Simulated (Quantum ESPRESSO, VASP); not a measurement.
An input for Quantum ESPRESSO (PBE, SSSP 1.1.2 efficiency (PBE) pseudopotentials):

```
&CONTROL
  calculation = 'scf',
  prefix = 'run',
  outdir = './work',
  pseudo_dir = './',
  verbosity = 'high',
  tprnfor = .true.,
  tstress = .true.,
/
&SYSTEM
  ibrav = 0,
  nat = 3,
  ntyp = 2,
  ecutwfc = 40,
  ecutrho = 320,
  occupations = 'smearing',
  smearing = 'fd',
  degauss = 0.0036749,
/
&ELECTRONS
  conv_thr = 1.0d-10,
  mixing_beta = 0.7,
/
ATOMIC_SPECIES
Sn   118.7100  Sn_pbe_v1.uspp.F.UPF
Se    78.9710  Se_pbe_v1.uspp.F.UPF
ATOMIC_POSITIONS {angstrom}
Sn   -0.0096316800   -0.0138251438    0.0547196800
Se    1.9152984300    1.1387431118    1.5100102000
Se    1.9043332500   -1.1249179680    4.5752762600
K_POINTS {automatic}
7 7 4  0 0 0
CELL_PARAMETERS {bohr}
   3.5999282674    -6.2352590626     0.0000000000
   3.5999282674     6.2352590626     0.0000000000
   0.0000000000     0.0000000000    11.6029184052
```

Task: Translate it to VASP.

Result: One set of files that does it:

### POSCAR
```
SnSe2
1.0
  1.9050000000  -3.2995570000   0.0000000000
  1.9050000000   3.2995570000   0.0000000000
  0.0000000000   0.0000000000   6.1400000000
Sn Se
1 2
Cart
 -0.0096316800  -0.0138251438   0.0547196800
  1.9152984300   1.1387431118   1.5100102000
  1.9043332500  -1.1249179680   4.5752762600
```

INCAR:
```
ALGO = Normal
EDIFF = 1E-6
ENCUT = 300
GGA = PE
ISIF = 2
ISMEAR = -1
LASPH = .TRUE.
LCHARG = .FALSE.
LMAXMIX = 4
LREAL = .FALSE.
LWAVE = .FALSE.
NELM = 100
PREC = Accurate
SIGMA = 0.05
SYSTEM = SnSe2
```

### KPOINTS
```
Automatic mesh
0
Gamma
7 7 4
0 0 0
```

POTCAR, in this order: Sn_d Se (PBE.64 set). Program: vasp_std.

The two runs describe the same crystal, functional and task. Each code takes its own potentials, basis and convergence tests.

The structure is a typed SnSe2 crystal (P-3m1). The cell was not relaxed at this level, atoms are displaced from their ideal sites, and it may have been scaled.
